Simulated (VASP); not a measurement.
**WBrCl3O: single point with PBE**

Crystal: WBrCl3O.

```
W Br Cl O
1.0
     3.87715    0.00000    0.00000
     1.92873    6.51103    0.00000
     1.93396    0.07405    6.56598
W Br Cl O
1 1 3 1
Cartesian
  3.9602 6.5396 6.5045
  4.0893 1.2858 2.1017
  4.2015 5.3943 4.6025
  2.2523 4.4405 1.1588
  2.2276 2.0525 5.2988
  6.0510 6.5685 6.5367
```

The cell comes from a database or a generator and needn't be the stable form of this composition.

The cell isn't the ideal one: atoms moved at random, drawn with an rms of 0.05 Å.

```yaml
Program: VASP 6.6.1
Task: single point
Functional: PBE
Potentials_or_basis: VASP PAW PBE potentials, release 64 (W_sv, Br, Cl, O)
Cutoff: 520 eV
k_mesh: 8 × 4 × 4
Occupations: fermi-dirac, width 0.05 eV
Spin: no spin polarisation
Further_INCAR_settings: ALGO = Normal; EDIFF = 1e-07; NBANDS = 33
```

```yaml
Pressure: -1.0 GPa
Largest_force: 1.603 eV/Å
Band_gap_on_the_k_mesh: 1.35 eV, indirect (least direct gap 1.38 eV)
```

Forces on the atoms (eV/Å):
```
W   -0.213  0.795  1.375
Br   0.163 -0.446 -0.587
Cl   0.016 -0.465 -0.789
Cl  -0.085  0.849 -0.365
Cl  -0.005 -0.613  0.426
O    0.124 -0.119 -0.060
```

Stress tensor (GPa, compression positive):
```
-0.03  0.31  0.23
 0.31 -2.48  1.63
 0.23  1.63 -0.35
```

Levels at points of the mesh, in eV from the valence-band top:
```tsv
k point	band 22	band 23	band 24	band 25	band 26	band 27
(0.00, 0.00, 0.00)	-0.49	-0.09	-0.03	1.35	1.65	1.76
(0.50, 0.00, 0.00)	-0.86	-0.68	-0.11	1.66	3.44	3.51
(0.00, 0.50, 0.00)	-0.68	-0.17	0.00	1.54	1.65	1.79
(0.50, 0.50, 0.00)	-0.84	-0.72	-0.07	1.66	3.46	3.50
(0.00, 0.00, 0.50)	-0.69	-0.17	-0.06	1.57	1.64	1.82
(0.50, 0.00, 0.50)	-0.82	-0.65	-0.09	1.63	3.45	3.50
(0.00, 0.50, 0.50)	-0.82	-0.27	-0.01	1.68	1.76	1.83
(0.50, 0.50, 0.50)	-0.87	-0.58	-0.08	1.62	3.46	3.50
```

Run time: 4.1 min on 1 thread of AMD EPYC 9R45 96-Core Processor (Zen 5), on a shared host, peak memory 0.49 GiB.

Caveat: spin-orbit coupling is left out, which moves the levels of the heavy elements. A k mesh can miss the band edges.
